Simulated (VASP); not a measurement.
VASP ran on this input.

INCAR:
```
# general
SYSTEM=KMgF3
PREC  =Accurate
ENCUT =400
LREAL =.False.
LASPH =.True.   # aspherical one-centre terms

# electronic loop
EDIFF =1E-6
NELM  =100   # most electronic steps
ALGO  =Normal

# smearing
ISMEAR=-1
SIGMA =0.05   # width (eV)

# ions
ISIF  =2

# output
LWAVE =.False.
LCHARG=.False.
```

**POSCAR**
```
KMgF3
1
    3.9900000000     0.0000000000     0.0000000000
    0.0000000000     3.9900000000     0.0000000000
    0.0000000000     0.0000000000     3.9900000000
K Mg F
1 1 3
Direct
  0.0000000000   0.0000000000   0.0000000000
  0.5000000000   0.5000000000   0.5000000000
  0.5000000000   0.0000000000   0.5000000000
  0.0000000000   0.5000000000   0.5000000000
  0.5000000000   0.5000000000   0.0000000000
```

**KPOINTS**
```
Automatic
0
gamma
  8 8 8
```

POTCAR, in this order: K_sv Mg F (LDA.64 set). Program: vasp_std.

Problem. Write an equivalent input for Ansatz.

Solution. One equivalent input (not run):
Ansatz 0.2 input:
```yaml
crystal:
  lattice:
    - [3.9900000, 0.0000000, 0.0000000]
    - [0.0000000, 3.9900000, 0.0000000]
    - [0.0000000, 0.0000000, 3.9900000]
  atoms:
    - { symbol: K, position: [0.0000000, 0.0000000, 0.0000000] }
    - { symbol: Mg, position: [0.5000000, 0.5000000, 0.5000000] }
    - { symbol: F, position: [0.5000000, 0.0000000, 0.5000000] }
    - { symbol: F, position: [0.0000000, 0.5000000, 0.5000000] }
    - { symbol: F, position: [0.5000000, 0.5000000, 0.0000000] }
kpoints:
  mp_grid: { grid: [8, 8, 8] }
hamiltonian:
  xc: lda
  pseudopotentials: { kind: paw }
scf:
  occupations: { method: fermi_dirac, width: 0.05 }
  max_iter: 100
output: { forces: true, stress: true, eigenvalues: true }
```
What does not carry over: each code has its own PAW files, so the cut-off isn't converted (ENCUT is set for VASP's; basis.ecutwfc is left out, and Ansatz then takes the one that its files recommend); Ansatz stops its SCF on the density residual and VASP on the energy change (EDIFF); Ansatz's lda is the Perdew-Wang form, while the LDA potentials of VASP carry Perdew-Zunger's.

The structure is a typed KMgF3 crystal (Pm-3m). The cell was not relaxed at this level. The run is one of a series of settings (GGA removed, POTCAR K_sv Mg F (LDA.64 set) against the base run), some of them coarse on purpose.
